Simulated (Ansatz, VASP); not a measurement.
# KMgF3: VASP beside Ansatz

One calculation is typed for both programs; each brings its own data sets and cutoff. How far apart do they land? The cell is taken from a series of VASP runs on this material, whose earlier steps may have relaxed, scaled or displaced it; both programs get it as it stands.

Method: plane waves, with VASP 6.6.1 beside it; elastic constants at PBEsol and zone-centre phonons at PBEsol, in Ansatz 0.2.0.

## 1. Set-up

The structure is cubic, space group Pm-3m (No. 221). The conventional cell has a = 3.985 Å, b = 3.985 Å, c = 3.985 Å, α = 90.00°, β = 90.00°, γ = 90.00°. K has 12 F at 2.82 Å nearest. Mg has 6 F at 1.99 Å nearest. Nearest to F lie 2 Mg at 1.99 Å and 4 K at 2.82 Å. Farther neighbours and most contacts between anions are not listed.

## 2. Ansatz: elastic constants, PBEsol

Ansatz runs on its default PAW (the set named soft_2) files.

Elastic constants are differences of stresses under small strains, so they test the stress and the mesh.

input.yaml reads:

```yaml
crystal:
  lattice:
    - [3.9846332454, 0.0, 0.0]
    - [0.0, 3.9846332454, 0.0]
    - [0.0, 0.0, 3.9846332454]
  atoms:
    - { symbol: K, position: [0.5, 0.5, 0.5] }
    - { symbol: Mg, position: [0.0, 0.0, 0.0] }
    - { symbol: F, position: [0.0, 0.0, 0.5] }
    - { symbol: F, position: [0.0, 0.5, 0.0] }
    - { symbol: F, position: [0.5, 0.0, 0.0] }
hamiltonian:
  xc: pbesol
  pseudopotentials: { kind: paw }
kpoints:
  mp_grid: { grid: [6, 6, 6] }
scf:
  occupations: { method: gaussian, width: 0.03 }
elastic:
  mode: relaxed_ion
  stencil: two_point
output:
  forces: true
  stress: true
```

Started as:

```sh
> ansatz run input.yaml --threads 4 --pin off --max-ram 9216MiB --backend cpu --events-out ev --progress --plain --runs-dir out
```

Numbers of over 12 decimals in the logs are rounded to 6 here.

The program printed:

```text
Engine: ansatz 0.2.0, aarch64-unknown-linux-gnu
Pseudopotentials: kind: paw
Pseudopotential: K, paw, valence charge 9, recommended cutoff 420 eV (normal), K.paw.azcp
Pseudopotential: Mg, paw, valence charge 10, recommended cutoff 420 eV (normal), Mg.paw.azcp
Pseudopotential: F, paw, valence charge 7, recommended cutoff 420 eV (normal), F.paw.azcp
Functional definition: PBEsol
  exchange = pbesol_x
  correlation = pbesol_c
Crystal: 5 atoms, lattice volume = 63.265 Å³
Basis set: ecut = 420 eV, 1237 PW (Γ), exchange–correlation on 54×54×54 points (8 copies of the dense FFT grid, shifted against one another)
Bands: 25, of which v1, the nominal top of the filled ones, is band 20 counted from 1 (19 counted from 0)
Symmetry: 48 space group operations
Space group: Pm-3m (ITA 221), of the structure as read, at distance tolerance 4.0e-5 Å
k-points: 20 of 216
Non-local potential: K, projectors of the file, l = 0: 3, l = 1: 2, l = 2: 2
Non-local potential: Mg, projectors of the file, l = 0: 3, l = 1: 2, l = 2: 1
Non-local potential: F, projectors of the file, l = 0: 2, l = 1: 2, l = 2: 1
PAW form: soft (Blöchl's): semilocal exchange-correlation on the pseudo side does not see the compensation charge
PAW frozen core: K, regenerated for the run's functional, and the local potential with it (the file was generated under x = pbe(κ = 0.804, μ = 0.219515), c = pbe(β = 0.066725))
PAW frozen core: Mg, regenerated for the run's functional, and the local potential with it (the file was generated under x = pbe(κ = 0.804, μ = 0.219515), c = pbe(β = 0.066725))
PAW frozen core: F, regenerated for the run's functional, and the local potential with it (the file was generated under x = pbe(κ = 0.804, μ = 0.219515), c = pbe(β = 0.066725))
PAW one-centre angular grid: K, 110 points (default); XC on 64 Gauss nodes
PAW one-centre angular grid: Mg, 110 points (default); XC on 64 Gauss nodes
PAW one-centre angular grid: F, 110 points (default); XC on 64 Gauss nodes
Initial density: superposition of atomic densities (neutral atoms: chi_scale 0, normalization atom), corrected by the library's trained network
Initial wavefunctions: pseudopotential atomic-orbital guess
Functional: x = pbesol(κ = 0.804, μ = 0.123457), c = pbesol(β = 0.046)
SCF iter   1: F=—  HF=-5837.516211 eV  |F-HF|=—  |Δ(HF+E_count)|=         —  Δρ=1.37e-2  dr2=7.32e-2  ethr=1.77e-3  ⟨swp⟩=6.1  Hψ=2418  notcnv=0
preconditioner: auto → Resta (q_TF=auto, 2.528 Å⁻¹)  ε∞=2.9  [insulator: Δε(μ)=6.988 eV  Ē_g=18.972 eV  σ=0.030 eV  W_gap=1.00  n_scr=18 (ndim 8)  ℏωp=26.4 eV  f_vac=0.032  D(μ)=0.00/eV (n_scr^D=0)  ε∞_Penn≈2.9]
SCF iter   2: F=—  HF=-5837.492731 eV  |F-HF|=—  |Δ(HF+E_count)|=   2.35e-2  Δρ=2.34e-3  dr2=1.30e-3  ethr=1.83e-4  ⟨swp⟩=2.0  Hψ=1045  notcnv=0  defer=20
SCF iter   3: F=—  HF=-5837.492479 eV  |F-HF|=—  |Δ(HF+E_count)|=   2.52e-4  Δρ=9.05e-4  dr2=3.33e-4  ethr=3.24e-6  ⟨swp⟩=2.1  Hψ=807  notcnv=0  defer=20
SCF iter   4: F=—  HF=-5837.492516 eV  |F-HF|=—  |Δ(HF+E_count)|=   3.69e-5  Δρ=2.47e-4  dr2=2.53e-5  ethr=8.33e-7  ⟨swp⟩=2.0  Hψ=573  notcnv=0  defer=20
SCF iter   5: F=—  HF=-5837.492637 eV  |F-HF|=—  |Δ(HF+E_count)|=   1.20e-4  Δρ=3.81e-5  dr2=7.58e-7  ethr=6.32e-8  ⟨swp⟩=2.1  Hψ=826  notcnv=0  defer=20
SCF iter   6: F=—  HF=-5837.492636 eV  |F-HF|=—  |Δ(HF+E_count)|=   2.86e-7  Δρ=7.45e-6  dr2=3.19e-8  ethr=1.89e-9  ⟨swp⟩=2.0  Hψ=880  notcnv=0  defer=20
SCF iter   7: F=—  HF=-5837.492637 eV  |F-HF|=—  |Δ(HF+E_count)|=   7.18e-8  Δρ=1.89e-6  dr2=2.16e-9  ethr=7.97e-11  ⟨swp⟩=2.0  Hψ=755  notcnv=0  defer=20
SCF iter   8: F=—  HF=-5837.492637 eV  |F-HF|=—  |Δ(HF+E_count)|=   1.13e-9  Δρ=2.12e-7  dr2=2.73e-11  ethr=5.40e-12  ⟨swp⟩=2.0  Hψ=858  notcnv=0  defer=20
SCF iter   9: F=—  HF=-5837.492637 eV  |F-HF|=—  |Δ(HF+E_count)|=  1.36e-11  Δρ=5.12e-8  dr2=6.18e-13  ethr=6.82e-14 (applied; sched 1.00e-12)  ⟨swp⟩=2.0  Hψ=880  notcnv=0  defer=20
SCF iter  10: F=-5837.492637 eV  HF=-5837.492637 eV  |F-HF|=9.09e-13  |Δ(HF+E_count)|=    0.00e0  Δρ=5.86e-9  dr2=8.26e-15  ethr=1.00e-12  ⟨swp⟩=8.1  Hψ=2200  notcnv=0
SCF 1 converged in 10 iterations: F = -5837.492637 eV  dr2 = 8.26e-15
  greatest PAW one-centre occupation: 1.000 electrons in one spin orbital (limit 2), on the Mg atom at site 1 (counted from 0), in its partial waves of l = 0
Crystal: 5 atoms, lattice volume = 63.139 Å³
Symmetry: 16 space group operations
k-points: 40 of 216
Initial density: handed on by an earlier stage of this run
Initial wavefunctions: those handed on with the density
[...]
preconditioner: auto → Resta (q_TF=auto, 2.528 Å⁻¹)  ε∞=2.9  [insulator: Δε(μ)=7.164 eV  Ē_g=19.092 eV  σ=0.030 eV  W_gap=1.00  n_scr=18 (ndim 8)  ℏωp=26.4 eV  f_vac=0.027  D(μ)=0.00/eV (n_scr^D=0)  ε∞_Penn≈2.9]
[...]
SCF 2 converged in 10 iterations: F = -5837.492249 eV  dr2 = 1.53e-14
Crystal: 5 atoms, lattice volume = 63.392 Å³
[...]
preconditioner: auto → Resta (q_TF=auto, 2.527 Å⁻¹)  ε∞=2.9  [insulator: Δε(μ)=7.137 eV  Ē_g=19.071 eV  σ=0.030 eV  W_gap=1.00  n_scr=18 (ndim 8)  ℏωp=26.4 eV  f_vac=0.028  D(μ)=0.00/eV (n_scr^D=0)  ε∞_Penn≈2.9]
[...]
SCF 3 converged in 10 iterations: F = -5837.492684 eV  dr2 = 3.37e-16
Symmetry: 8 space group operations
k-points: 52 of 216
[...]
preconditioner: auto → Resta (q_TF=auto, 2.528 Å⁻¹)  ε∞=2.9  [insulator: Δε(μ)=7.152 eV  Ē_g=19.082 eV  σ=0.030 eV  W_gap=1.00  n_scr=18 (ndim 8)  ℏωp=26.4 eV  f_vac=0.027  D(μ)=0.00/eV (n_scr^D=0)  ε∞_Penn≈2.9]
[...]
SCF 4 converged in 10 iterations: F = -5837.492569 eV  dr2 = 8.73e-16
[...]
SCF iter   1: F=—  HF=-5837.492461 eV  |F-HF|=—  |Δ(HF+E_count)|=         —  Δρ=2.32e-5  dr2=1.35e-7  ethr=2.65e-10  ⟨swp⟩=2.4  Hψ=6341  notcnv=0  defer=50
SCF iter   2: F=—  HF=-5837.492569 eV  |F-HF|=—  |Δ(HF+E_count)|=   1.08e-4  Δρ=1.87e-5  dr2=1.00e-7  ethr=2.65e-10  ⟨swp⟩=3.0  Hψ=3021  notcnv=0  defer=50
SCF iter   3: F=—  HF=-5837.492569 eV  |F-HF|=—  |Δ(HF+E_count)|=   3.37e-8  Δρ=9.62e-6  dr2=2.31e-8  ethr=2.51e-10  ⟨swp⟩=3.0  Hψ=2425  notcnv=0  defer=50
SCF iter   4: F=—  HF=-5837.492569 eV  |F-HF|=—  |Δ(HF+E_count)|=   7.39e-9  Δρ=5.10e-6  dr2=6.04e-9  ethr=5.79e-11  ⟨swp⟩=2.0  Hψ=1913  notcnv=0  defer=50
SCF iter   5: F=—  HF=-5837.492569 eV  |F-HF|=—  |Δ(HF+E_count)|=  7.62e-10  Δρ=2.03e-6  dr2=9.89e-10  ethr=1.51e-11  ⟨swp⟩=2.0  Hψ=2006  notcnv=0  defer=50
SCF iter   6: F=—  HF=-5837.492569 eV  |F-HF|=—  |Δ(HF+E_count)|=  2.91e-11  Δρ=1.20e-6  dr2=3.76e-10  ethr=2.47e-12  ⟨swp⟩=2.0  Hψ=1452  notcnv=0  defer=50
SCF iter   7: F=—  HF=-5837.492569 eV  |F-HF|=—  |Δ(HF+E_count)|=  5.64e-11  Δρ=6.56e-7  dr2=1.11e-10  ethr=9.40e-13 (applied; sched 1.00e-12)  ⟨swp⟩=2.4  Hψ=1839  notcnv=0  defer=50
SCF iter   8: F=—  HF=-5837.492569 eV  |F-HF|=—  |Δ(HF+E_count)|=  1.18e-11  Δρ=4.15e-7  dr2=4.47e-11  ethr=2.78e-13 (applied; sched 1.00e-12)  ⟨swp⟩=2.2  Hψ=1564  notcnv=0  defer=50
SCF iter   9: F=—  HF=-5837.492569 eV  |F-HF|=—  |Δ(HF+E_count)|=  1.00e-11  Δρ=1.30e-7  dr2=4.46e-12  ethr=1.12e-13 (applied; sched 1.00e-12)  ⟨swp⟩=2.0  Hψ=2011  notcnv=0  defer=51
SCF iter  10: F=-5837.492569 eV  HF=-5837.492569 eV  |F-HF|=9.09e-13  |Δ(HF+E_count)|=  9.09e-13  Δρ=1.61e-9  dr2=1.31e-15  ethr=1.00e-12  ⟨swp⟩=3.6  Hψ=5633  notcnv=0
SCF 5 converged in 10 iterations: F = -5837.492569 eV  dr2 = 1.31e-15
SCF converged after 10 iterations
Free energy (F): -5837.492637 eV
Harris-Foulkes:  -5837.492637 eV  (|F-HF|=9.09e-13)
Internal energy: -5837.492637 eV  (E = F + TS)
E sigma→0 (E₀):  -5837.492637 eV
Fermi energy:    6.330344 eV
--- Per-component energies (eV) ---
  E_band       = -500.345251
  E_kinetic    = 953.826558
  E_local      = -3726.793492  (includes V_loc(G=0)·N_el)
  E_nonlocal   = 330.563499
  E_hartree    = 1352.215067
  E_xc         = -400.966448
  E_vxc        = -508.998465  (∫ρ·V_xc dr)
  E_paw        = -1624.135186  (= ΣΔE_a)
  E_vpaw       = -253.379562  (= ΣTr[D̂ρ^β])
  E_aug_tail   = 0.006082  (compensation charges beyond the density's cutoff)
  E_ewald      = -2722.502790
  E_core_change = 0.294075  (= ΣΔE_core)
  E_smearing   = -0.000000  (= −TS)
  E_closure    = 0.000000  (closes the sum)
  Σ components = -5837.492637   (vs F -5837.492637, Δ=0.00e0)
--- Forces (eV/Å), atoms counted from 1 ---
  atom   1  K      0.00000000    -0.00000000     0.00000000
  atom   2  Mg    -0.00000000     0.00000000    -0.00000000
  atom   3  F      0.00000000    -0.00000000    -0.00000000
  atom   4  F      0.00000000    -0.00000000    -0.00000000
  atom   5  F      0.00000000    -0.00000000    -0.00000000
  max |Σ_I F_I| component: 3.91e-29 eV/Å
--- Stress (GPa, compression-positive) ---
        0.373982      -0.000000       0.000000
        0.000000       0.373982       0.000000
        0.000000       0.000000       0.373982
  P = ⅓ Tr σ = 0.3740 GPa (3.740 kbar)
--- Band table (eV; the first three rows and the last of 20) ---
  k-point 0: bands = [... 16 lower, 2.1192, 2.4306, 2.4306, 2.4306, 9.9067, 12.7094, 12.7094, 14.8757, ... 1 higher]
  k-point 1: bands = [... 16 lower, 2.0614, 2.1660, 2.3767, 2.3767, 10.3934, 12.9574, 12.9986, 15.0050, ... 1 higher]
  k-point 2: bands = [... 16 lower, 1.9414, 1.9414, 2.2707, 2.2707, 11.5777, 13.4560, 13.4821, 15.3061, ... 1 higher]
  k-point 19: bands = [... 16 lower, 1.6350, 2.7539, 2.7539, 2.7539, 13.0796, 13.0796, 13.0796, 16.5821, ... 1 higher]
--- Elastic constants: 2 strain directions × 2 members + reference (group order 48) ---
  dense FFT box of the reference and of every strained cell: 27×27×27
  strains applied: 11, 23; error gains: componentwise 1.00 (the most a stress slope's error grows in a printed constant), spectral 1.73 (1 for all six strains in a standard setting)
  C = ∂σ_k/∂η_j (tension-positive GPa; Voigt order 11 22 33 23 13 12):
       141.579     40.511     40.511     -0.000     -0.000     -0.000
        40.511    141.579     40.511     -0.000     -0.000     -0.000
        40.511     40.511    141.579     -0.000     -0.000     -0.000
        -0.000      0.000      0.000     45.700     -0.000     -0.000
         0.000     -0.000     -0.000      0.000     45.700      0.000
         0.000     -0.000     -0.000      0.000      0.000     45.700
  reference stress σ⁰ (GPa):     -0.374     -0.374     -0.374     -0.000     -0.000      0.000
  C* (energy form; C + prestress term) asymmetry max|C*_kj − C*_jk| = 7.105e-15 GPa — a small one proves nothing (zero by symmetry where the batch's group is 432, −43m or m−3m); a large one is finite-difference/SCF noise where every solve meets its electron count
  moduli (Voigt/Reuss/Hill, GPa): K = 74.20/74.20/74.20   G = 47.63/47.52/47.58   E = 117.59   ν = 0.236
  mechanically stable: yes (min eigenvalue of sym C = 45.70 GPa)
  strain η (Voigt 11):  stress-route row diagonal C_11 = 141.58 GPa, energy-path curvature d²(F+E_count+ΔE)/dδ²/Ω₀ = 141.69 GPa
         δ    σ_11 (GPa)             F (eV)   n_scf  n_hpsi   n_pw
    -2.000e-3      -0.6597       -5837.4922490      10   23586   1253   relax 0 steps, max|allowed force component| 3.51e-30 eV/Å
     2.000e-3      -0.0934       -5837.4926844      10   22423   1261   relax 0 steps, max|allowed force component| 0.00e0 eV/Å
  strain η (Voigt 23):  stress-route row diagonal C_44 = 45.70 GPa, energy-path curvature d²(F+E_count+ΔE)/dδ²/Ω₀ = 47.65 GPa
         δ    σ_23 (GPa)             F (eV)   n_scf  n_hpsi   n_pw
    -2.000e-3      -0.0914       -5837.4925689      10   31773   1257   relax 0 steps, max|allowed force component| 4.97e-30 eV/Å
     2.000e-3       0.0914       -5837.4925689      10   29033   1257   relax 0 steps, max|allowed force component| 5.13e-30 eV/Å
```

Wall time 6.3 s (4 threads of Arm Neoverse V1, shared host); peak memory 0.39 GiB.

Reading the cycles: dr2 is the Hartree energy of the density residual (eV), the measure of convergence; HF is the Harris–Foulkes estimate of the energy, which meets the free energy F at convergence.

The run ends at a pressure of 0.37 GPa.

(Part 1 of 3 ends here.)

[Lines on the potential files, build, host, timing and source positions are cut from VASP's logs without a mark.]

[Logs are printed without paths, hosts, clocks, repeated set-up lines and the standing remarks that a program may print on its own settings, such as how far it seeks lower states.]

[Hosts, paths, dates, database ids (printed as entryN), source tags and the programs' standing remarks are cut or masked in the printed files.]
